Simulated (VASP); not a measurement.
Ca (fcc) is relaxed at rising pressure, each step from the one before. Symmetry mostly holds the structure type, and other phases were not tried. The mesh follows the cell, and a change of mesh leaves a small step in the series.

Here is the system:

Ca has the cubic space group Fm-3m (No. 225), the fcc (Cu type) structure, Pearson symbol cF4. Cell: a = b = c = 5.4571 Å, α = β = γ = 90.00°. Ca on 4a has 12 Ca at 3.859 Å (cuboctahedral). (Neighbours: up to the widest gap in distance over summed covalent radii, below 1.35, at either atom.)
(The calculation used a cell of 1 atom; values per cell refer to that cell.)

Method: PBEsol GGA, VASP's PBE PAW potentials (set 64) (plane waves; VASP). Run with 500 eV cut-off, 12×12×12 Γ-centred mesh, first-order Methfessel-Paxton smearing of 0.10 eV, potentials Ca_sv.

```tsv
P (GPa)	V (Å³/atom)	H − H(0) (eV/atom)	space group	k-mesh
0	40.63	0.000	Fm-3m	12×12×12
5	32.96	1.133	Fm-3m	12×12×12
10	29.05	2.097	Fm-3m	13×13×13
20	24.36	3.754	Fm-3m	14×14×14
30	21.19	5.172	Fm-3m	14×14×14
45	17.94	7.003	Fm-3m	15×15×15
```

Pressures at which the relaxation failed are left out.

The compound is Ca in the fcc structure.
